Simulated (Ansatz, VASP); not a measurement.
YbN: VASP beside Ansatz

```xyz
2
Lattice="0.0000 2.6528 2.6528 2.6528 0.0000 2.6528 2.6528 2.6528 0.0000" Properties=species:S:1:pos:R:3 pbc="T T T"
Yb    0.0000    0.0000    0.0000
N     1.3264    1.3264    1.3264
```

The cell comes from a database or a generator and needn't be the stable form of this composition.

Alike in both runs: task single point; functional PBE; k mesh 9 × 9 × 9; occupations fermi-dirac, width 0.05 eV; collinear spin.

|  | VASP | Ansatz |
| --- | --- | --- |
| version | VASP 6.6.1 | Ansatz 0.2.0 |
| potentials or method | VASP PAW PBE potentials, release 64 (Yb, N) | Ansatz PAW |
| plane-wave cutoff (eV) | 520 | 420 |
| valence electrons in the cell | 29 | 29 |

VASP gave:

| Quantity | Value |
| --- | --- |
| gap on the k mesh at the Fermi level (eV) | none |
| pressure (GPa) | -5.6 |
| net moment per atom (μB) | 0.50 |
| size of the moment on the site where the two differ most (μB) | 0.23 |

Task: What did Ansatz give for the same quantities?

Result: gap on the k mesh at the Fermi level (eV): none; pressure (GPa): -6.2; net moment per atom (μB): 0.50; size of the moment on the site where the two differ most (μB): 0.28.

Site moments also hang on the region over which each program counts them. A gap of «none» marks a metal or a gap that the smearing closes.

Caveats: spin-orbit coupling is left out, which moves the levels of the heavy elements; without U or exact exchange the open f shell lies at the Fermi level, which spoils levels, moments and volumes. With open d or f shells a metallic result of PBE can be an artefact of self-interaction; +U or a hybrid may open a gap. The state reached can hang on the start; a lower one may exist.
